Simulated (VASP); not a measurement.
Calculation: LDA (Ceperley-Alder, Perdew-Zunger), VASP's LDA PAW potentials (set 64) (plane waves; VASP).

VASP input:

File KPOINTS:
```
Automatic mesh
0
Gamma
5 5 5
0 0 0
```

File POSCAR:
```
CsPbCl3
5.5267390
  1.0000000576   0.0000000000   0.0000000000
  0.0000000000   1.0000000576   0.0000000000
  0.0000000000   0.0000000000   1.0000000576
Cs Pb Cl
1 1 3
direct
  0.0000000000   0.0000000000   0.0000000000
  0.5000000000   0.5000000000   0.5000000000
  0.5000000000   0.0000000000   0.5000000000
  0.0000000000   0.5000000000   0.5000000000
  0.5000000000   0.5000000000   0.0000000000
```

### INCAR
```
# general
SYSTEM =CsPbCl3
PREC   =Accurate
ENCUT  =400
LREAL  =F
LASPH  =T

# electronic loop
EDIFF  =1E-7
NELM   =100
ALGO   =Normal
LMAXMIX=4

# smearing
ISMEAR =-5

# ions
ISIF   =2

# output
LWAVE  =F
LCHARG =T
LORBIT =11
NEDOS  =601

# other
LEFG   =T
```

POTCAR, in this order: Cs_sv Pb_d Cl (LDA.64 set). Program: vasp_std.

Output

### OSZICAR
```
       N       E                     dE             d eps       ncg     rms          rms(c)
DAV:   1     0.374150291251E+03    0.37415E+03   -0.17299E+04   520   0.128E+03
DAV:   2     0.203351527977E+02   -0.35382E+03   -0.34714E+03   666   0.324E+02
DAV:   3    -0.185396377422E+02   -0.38875E+02   -0.38745E+02   582   0.119E+02
DAV:   4    -0.201390247069E+02   -0.15994E+01   -0.15956E+01   712   0.310E+01
DAV:   5    -0.201800409175E+02   -0.41016E-01   -0.40946E-01   664   0.382E+00    0.575E+00
DAV:   6    -0.194968296903E+02    0.68321E+00   -0.15611E+00   710   0.141E+01    0.375E+00
DAV:   7    -0.194487151640E+02    0.48115E-01   -0.50341E-01   754   0.450E+00    0.168E+00
DAV:   8    -0.194444946025E+02    0.42206E-02   -0.69475E-02   814   0.224E+00    0.284E-01
DAV:   9    -0.194419272181E+02    0.25674E-02   -0.14824E-02   764   0.102E+00    0.102E-01
DAV:  10    -0.194420083115E+02   -0.81093E-04   -0.13837E-03   768   0.271E-01    0.286E-02
DAV:  11    -0.194419893320E+02    0.18979E-04   -0.15031E-04   764   0.839E-02    0.939E-03
DAV:  12    -0.194419886865E+02    0.64551E-06   -0.16751E-05   728   0.556E-02    0.633E-03
DAV:  13    -0.194419885544E+02    0.13210E-06   -0.18506E-06   698   0.844E-03    0.247E-03
DAV:  14    -0.194419885233E+02    0.31072E-07   -0.16155E-07   584   0.517E-03
   1 F= -.19441989E+02 E0= -.19441989E+02  d E =0.000000E+00
```

### OUTCAR
```
------------------------ aborting loop because EDIFF is reached ----------------------------------------
  FORCE on cell =-STRESS in cart. coord.  units (eV):
  Direction    XX          YY          ZZ          XY          YZ          ZX
  --------------------------------------------------------------------------------------
  Total       -0.1544215     -0.1544215     -0.1544215     -0.0000000     -0.0000000     -0.0000000
  in kB       -1.4655859     -1.4655859     -1.4655859     -0.0000000     -0.0000000     -0.0000000
  external PRESSURE =      -1.4655859 kB  Pullay stress =       0.0000000 kB
  volume of cell :      168.81
      direct lattice vectors                 reciprocal lattice vectors
     5.526739319  0.000000000  0.000000000     0.180938514  0.000000000  0.000000000
     0.000000000  5.526739319  0.000000000     0.000000000  0.180938514  0.000000000
     0.000000000  0.000000000  5.526739319     0.000000000  0.000000000  0.180938514
 POSITION                                       TOTAL-FORCE (eV/Angst)
 -----------------------------------------------------------------------------------
      0.00000      0.00000      0.00000         0.000000      0.000000      0.000000
      2.76337      2.76337      2.76337         0.000000      0.000000      0.000000
      2.76337      0.00000      2.76337         0.000000      0.000000      0.000000
      0.00000      2.76337      2.76337         0.000000      0.000000      0.000000
      2.76337      2.76337      0.00000         0.000000      0.000000      0.000000
 -----------------------------------------------------------------------------------
    total drift:                                0.000000      0.000000      0.000000
  FREE ENERGIE OF THE ION-ELECTRON SYSTEM (eV)
  ---------------------------------------------------
  free  energy   TOTEN  =       -19.4419885233 eV

  energy  without entropy=      -19.4419885233  energy(sigma->0) =      -19.44198852

 total charge

# of ion       s       p       d       tot
------------------------------------------
    1        1.834   4.686   0.015   6.534
    2        1.510   0.494   9.861  11.865
    3        1.599   3.496   0.000   5.095
    4        1.599   3.496   0.000   5.095
    5        1.599   3.496   0.000   5.095
--------------------------------------------------
tot          8.139  15.669   9.876  33.684

 Electric field gradients after diagonalization (V/A^2)
 (convention: |V_zz| > |V_xx| > |V_yy|)
----------------------------------------------------------------------
 ion       V_xx      V_yy      V_zz     asymmetry (V_yy - V_xx)/ V_zz
----------------------------------------------------------------------
   1      -0.000    -0.000    -0.000      -0.007
   2      -0.000    -0.000     0.000       0.087
   3     -42.321   -42.321    84.641       0.000
   4     -42.321   -42.321    84.641       0.000
   5     -42.321   -42.321    84.641       0.000
```
(Selected blocks of OUTCAR.)

The compound is CsPbCl3 in the cubic perovskite structure, the ideal cubic form; the compound distorts at low or room temperature. It was relaxed first.
